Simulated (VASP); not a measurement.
```yaml
crystal:
  lattice:
    - [4.86357, 0.00000, 0.00000]
    - [0.00000, 4.86357, 0.00000]
    - [0.00000, 0.00000, 3.30006]
  atoms:
    - { symbol: Mn, position: [0.00000, 0.00000, 0.00000], spin: 4.5 }
    - { symbol: Mn, position: [0.50000, 0.50000, 0.50000], spin: -4.5 }
    - { symbol: F, position: [0.30313, 0.30313, 0.00000] }
    - { symbol: F, position: [0.80313, 0.19687, 0.50000] }
    - { symbol: F, position: [0.19687, 0.80313, 0.50000] }
    - { symbol: F, position: [0.69687, 0.69687, 0.00000] }
```

The numbers are results of vdW-DF-cx, VASP's PBE PAW potentials (set 64) (plane waves; VASP), not measurements. Run with 520 eV cut-off, 5×5×8 Γ-centred mesh, tetrahedra with Blöchl corrections, potentials Mn_pv F.

**Question.** Predict the cell moment, energy per atom (σ→0).

**Answer.** 
The cell moment is 0.00 μB and the energy per atom (σ→0) comes out as -4.204 eV/atom.

**Question.** Give the moment on each site (PAW-sphere projection).

**Answer.** 
```csv
site,moment (μB)
Mn1,4.53
Mn2,-4.53
F3,-0.02
F4,0.02
F5,0.02
F6,-0.02
```

The absolute energy has meaning only against runs of the same code, potentials and settings.

The compound is MnF2 in the rutile structure. It was relaxed first.
